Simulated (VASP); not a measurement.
Input:

```
CdS
1.0
    0.00000     2.96837     2.96837
    2.96837     0.00000     2.96837
    2.96837     2.96837     0.00000
Cd S
1 1
Direct
  0.00000   0.00000   0.00000
  0.25000   0.25000   0.25000
```

Method: modified Becke-Johnson potential (mBJ), VASP's PBE PAW potentials (set 64) (plane waves; VASP 6.6.1). Settings: 520 eV cut-off, 6×6×6 Γ-centred mesh, Gaussian smearing of 0.050 eV, potentials Cd S.

mBJ is a potential without an energy functional, so only the levels count.

Task: What does the run give for the band gap (over mesh and band path) with the smallest direct gap where there is one?

Result: 
```
Property                                        Result
---------------------------------------------  -------
band gap (over mesh and band path)             2.54 eV
smallest direct gap (over mesh and band path)  2.54 eV
```

Only differences to runs with the same potentials and settings are physical.

The compound is CdS in the zinc blende structure, a metastable form; wurtzite is the usual one. It was relaxed first, which changed the volume by +6 %. The cell's shape comes from a PBE relaxation.
